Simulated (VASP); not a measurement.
Level of theory: PBE GGA + U (Dudarev), VASP's PBE PAW potentials (set 64) (plane waves; VASP).

Input for VASP

**KPOINTS**
```
Automatic mesh
0
Gamma
9 9 9
0 0 0
```

POSCAR:
```
NiSi2
1
    0.0000000000     2.7730300000     2.7697730000
    2.7641380000     0.0000000000     2.7697730000
    2.7641380000     2.7730300000     0.0000000000
Si Ni
2 1
Direct
  0.2500000000   0.2500000000   0.2500000000
  0.7500000000   0.7500000000   0.7500000000
 -0.0072690000   0.0072690000   0.0072690000
```

### INCAR
```
SYSTEM=NiSi2
PREC=Accurate; ENCUT=400; LREAL=F
LASPH=T
EDIFF=1E-6; NELM=100; ALGO=Normal
LMAXMIX=4
ISMEAR=1; SIGMA=0.1
GGA=PE
LDAUL=-1 2
LDAUU=0 8.0
LDAUJ=0 0
LDAU=T; LDAUTYPE=2; LDAUPRINT=1
ISIF=2
LWAVE=F; LCHARG=F; LORBIT=10
```

POTCAR, in this order: Si Ni (PBE.64 set). Program: vasp_std.

Problem. What does the run give for the energy per atom (σ→0), pressure, largest force, band gap (on the k-mesh)?

Solution. 
| Quantity | Value |
|---|---|
| energy per atom (σ→0) | -4.241 eV/atom |
| band gap (on the k-mesh) | none (metal, semimetal or under 0.01 eV) |
| pressure | -13.51 GPa |
| largest force | 0.204 eV/Å |

### OSZICAR
```
...
DAV:   7    -0.127647435185E+02    0.47282E+00   -0.20632E+00  3925   0.421E+01    0.393E+00
DAV:   8    -0.127233851132E+02    0.41358E-01   -0.30708E-01  3955   0.597E+00    0.570E-01
DAV:   9    -0.127222728178E+02    0.11123E-02   -0.11445E-02  4760   0.185E+00    0.406E-01
DAV:  10    -0.127231465473E+02   -0.87373E-03   -0.34571E-03  4797   0.936E-01    0.140E-01
DAV:  11    -0.127231533056E+02   -0.67583E-05   -0.59115E-04  4031   0.248E-01    0.585E-02
DAV:  12    -0.127231511572E+02    0.21484E-05   -0.32513E-05  4102   0.936E-02    0.751E-03
DAV:  13    -0.127231514289E+02   -0.27169E-06   -0.44591E-06  3996   0.216E-02
   1 F= -.12723151E+02 E0= -.12722884E+02  d E =-.801125E-03
```

The compound is NiSi2 in the fluorite structure. The cell was not relaxed at this level, atoms are displaced from their ideal sites. The run is one of a series of settings (LDAU = .TRUE., LDAUJ = 0 0, LDAUL = -1 2, LDAUTYPE = 2, LDAUU = 0 8.0 against the base run), some of them coarse on purpose. The run is not spin-polarised, so no magnetic state was tried.
